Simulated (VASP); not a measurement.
Energy against volume of FePt (L1_0). Method: PBEsol GGA, VASP's PBE PAW potentials (set 64) (plane waves; VASP). Settings: 520 eV cut-off, 13×13×10 Γ-centred mesh, first-order Methfessel-Paxton smearing of 0.10 eV, potentials Fe Pt.

Shape and ions are relaxed at each volume.

```
V (Å³/atom)  E (eV/atom)
-----------  -----------
13.000          -8.13911
13.402          -8.14814
13.804          -8.13946
14.206          -8.11618
```

Problem. Fit these four points and predict the energy of the run at 12.598 Å³/atom.

Solution. A cubic in V^(−2/3), the third-order Birch-Murnaghan form, passes through the four points with V0 = 13.39 Å³/atom and B0 = 235 GPa, and gives -8.1086 eV/atom there. The run gave -8.1084 eV/atom, +0.2 meV/atom from the fit; all five points give B0 = 236 GPa.

The compound is FePt in the L1_0 structure. It was relaxed first.
